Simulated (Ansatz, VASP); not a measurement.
Two plane-wave programs on HfAs3

```
Hf As
1.0
    -2.76860    2.76860    2.76860
     2.76860   -2.76860    2.76860
     2.76860    2.76860   -2.76860
Hf As
1 3
Cartesian
  0.0000 0.0000 0.0000
  2.7686 0.0000 0.0000
  0.0000 2.7686 0.0000
  0.0000 0.0000 2.7686
```

Alike in both runs: functional PBE; k mesh 12 × 12 × 12; occupations gaussian, width 0.1 eV; no spin polarisation.

Ansatz relaxed the structure, and its values are those at the end. VASP's run is a single point on that final structure, the one shown.

```csv
,VASP,Ansatz
version,VASP 6.6.1,Ansatz 0.2.0
potentials or method,"VASP PAW PBE potentials, release 64 (Hf_pv, As)","scalar-relativistic, plane waves, PAW"
plane-wave cutoff (eV),520,420
valence electrons in the cell,25,71
```

VASP gave:

| Item | Value |
| --- | --- |
| gap on the k mesh at the Fermi level (eV) | none |
| pressure (GPa) | -0.1 |

Problem. What did Ansatz give for the same quantities?

Solution. gap on the k mesh at the Fermi level (eV): none; pressure (GPa): 0.0.

A gap of «none» marks a metal or a gap that the smearing closes. The two sets of potentials don't hold the same shells in valence.

Spin-orbit coupling is left out, which matters for the levels of Hf.
